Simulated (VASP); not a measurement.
An input for Quantum ESPRESSO's pw.x (written as the equivalent of a VASP run, and not itself run):

```
&CONTROL
  calculation = 'scf'
  pseudo_dir = './pseudo'
  outdir = './out'
  tprnfor = .true.
  tstress = .false.
/
&SYSTEM
  ibrav = 0
  nat = 2
  ntyp = 2
  ecutwfc = 74
  occupations = 'smearing'
  smearing = 'gaussian'
  degauss = 0.000735
  input_dft = 'hse'
  nqx1 = 7
  nqx2 = 7
  nqx3 = 7
  screening_parameter = 0.1058
/
&ELECTRONS
  conv_thr = 7.3e-08
  electron_maxstep = 100
/
ATOMIC_SPECIES
  K 39.098 K.upf
  I 126.904 I.upf
CELL_PARAMETERS angstrom
     0.0000000    3.5544790    3.5544790
     3.5544790    0.0000000    3.5544790
     3.5544790    3.5544790    0.0000000
ATOMIC_POSITIONS crystal
  K    0.0000000  0.0000000  0.0000000
  I    0.5000000  0.5000000  0.5000000
K_POINTS automatic
  7 7 7 0 0 0
```

**Question.** Translate this input to VASP (INCAR, KPOINTS, POSCAR, choice of POTCAR).

**Answer.** One answer among several that fit: 
INCAR:
```
SYSTEM = KI
PREC = Accurate
ENCUT = 300
EDIFF = 1E-6
NELM = 100
ALGO = Normal
LREAL = .FALSE.
LASPH = .TRUE.
ISMEAR = 0
SIGMA = 0.01
GGA = PE
HFSCREEN = 0.2
AEXX = 0.25
LHFCALC = .TRUE.
PRECFOCK = Fast
ISYM = 3
LMAXMIX = 4
LWAVE = .FALSE.
LCHARG = .FALSE.
ISIF = 2
```

**KPOINTS**
```
Automatic mesh
0
Gamma
7 7 7
0 0 0
```

### POSCAR
```
KI
1
    0.0000000000     3.5544790000     3.5544790000
    3.5544790000     0.0000000000     3.5544790000
    3.5544790000     3.5544790000     0.0000000000
K I
1 1
Direct
  0.0000000000   0.0000000000   0.0000000000
  0.5000000000   0.5000000000   0.5000000000
```

POTCAR, in this order: K_sv I (PBE.64 set). Program: vasp_std.

Limits of the translation: the potentials are each code's own (VASP's PAW set, PseudoDojo norm-conserving files in pw.x), so ENCUT and ecutwfc are chosen apart and not converted; conv_thr bounds pw.x's estimated SCF error, while EDIFF bounds the energy change between steps.

The structure comes from a computed database's KI entry; how it stands against other phases isn't given here. The cell was not relaxed at this level.
